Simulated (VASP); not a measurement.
VASP ran on this input.

POSCAR:
```
MoTe2
1
    1.7487211890    -3.0288735344     0.0000000000
    1.7487211890     3.0288735344     0.0000000000
    0.0000000000    -0.0000000000    13.9731535570
Te Mo
4 2
Direct
  0.3333330000   0.6666670000   0.8791597395
  0.6666670000   0.3333330000   0.3791597395
  0.6666670000   0.3333330000   0.1208402605
  0.3333330000   0.6666670000   0.6208402605
  0.3333330000   0.6666670000   0.2500000000
  0.6666670000   0.3333330000   0.7500000000
```

INCAR:
```
LUSE_VDW = T
EDIFFG = -0.02   ! ionic stop
EDIFF = 1E-6
ISIF = 3   ! ions, shape and volume
ALGO = Normal
LCHARG = F
SIGMA = 0.05   ! width (eV)
SYSTEM = MoTe2
ISMEAR = 0
IBRION = 2   ! conjugate gradients
NSW = 60   ! most ionic steps
AGGAC = 0.0
GGA = BO
PARAM2 = 0.22
PREC = Accurate
NELM = 100
ENCUT = 520   ! plane-wave cut-off (eV)
PARAM1 = 0.1833333333
LASPH = T   ! aspherical one-centre terms
LMAXMIX = 4   ! l cut-off of mixed one-centre charges
LREAL = F   ! projection in real space or not
LWAVE = F
```

### KPOINTS
```
kpoints
0
G
7 7 2
```

POTCAR, in this order: Te Mo_sv (PBE.64 set). Program: vasp_std.

**Question.** Write an equivalent input for Quantum ESPRESSO's pw.x.

**Answer.** One equivalent input (not run):
```
&CONTROL
  calculation = 'vc-relax'
  pseudo_dir = './pseudo'
  outdir = './out'
  tprnfor = .true.
  tstress = .true.
  nstep = 60
  forc_conv_thr = 0.00078
/
&SYSTEM
  ibrav = 0
  nat = 6
  ntyp = 2
  ecutwfc = 82.3
  occupations = 'smearing'
  smearing = 'gaussian'
  degauss = 0.003675
  input_dft = 'vdw-df-obk8'
/
&ELECTRONS
  conv_thr = 7.3e-08
  electron_maxstep = 100
/
&IONS
/
&CELL
/
ATOMIC_SPECIES
  Te 127.600 Te.upf
  Mo 95.950 Mo.upf
CELL_PARAMETERS angstrom
     1.7487212   -3.0288735    0.0000000
     1.7487212    3.0288735    0.0000000
     0.0000000   -0.0000000   13.9731536
ATOMIC_POSITIONS crystal
  Te   0.3333330  0.6666670  0.8791597
  Te   0.6666670  0.3333330  0.3791597
  Te   0.6666670  0.3333330  0.1208403
  Te   0.3333330  0.6666670  0.6208403
  Mo   0.3333330  0.6666670  0.2500000
  Mo   0.6666670  0.3333330  0.7500000
K_POINTS automatic
  7 7 2 0 0 0
```
The two are equivalent in intent, not identical: the potentials are each code's own (VASP's PAW set, PseudoDojo norm-conserving files in pw.x), so ENCUT and ecutwfc are chosen apart and not converted; conv_thr bounds pw.x's estimated SCF error, while EDIFF bounds the energy change between steps; forc_conv_thr acts on force components and is met together with etot_conv_thr.

The compound is MoTe2 in the 2H layered structure. This run relaxes it. Symmetry was kept, so distortions that lower it aren't found. The start is the result of an earlier pass.
